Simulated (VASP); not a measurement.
Given:

```xyz
2
Lattice="0.0000 3.0857 3.0857 3.0857 0.0000 3.0857 3.0857 3.0857 0.0000" Properties=species:S:1:pos:R:3 pbc="T T T"
K      0.0000     0.0000     0.0000
Cl     3.0857     3.0857     3.0857
```

The numbers are results of r2SCAN+rVV10, VASP's PBE PAW potentials (set 64) (plane waves; VASP), not measurements. Run with 520 eV cut-off, 7×7×7 Γ-centred mesh, Gaussian smearing of 0.050 eV, potentials K_sv Cl.

Task: Predict the energy per atom (σ→0), band gap (on the k-mesh) with the smallest direct gap where there is one.

Result: 
```json
{
 "band gap (on the k-mesh)": "5.94 eV",
 "smallest direct gap (on the k-mesh)": "5.94 eV",
 "energy per atom (σ→0)": "-7.999 eV/atom"
}
```

The compound is KCl in the rock salt structure. This cell is one point of a volume scan, at 0.97 of the reference volume.
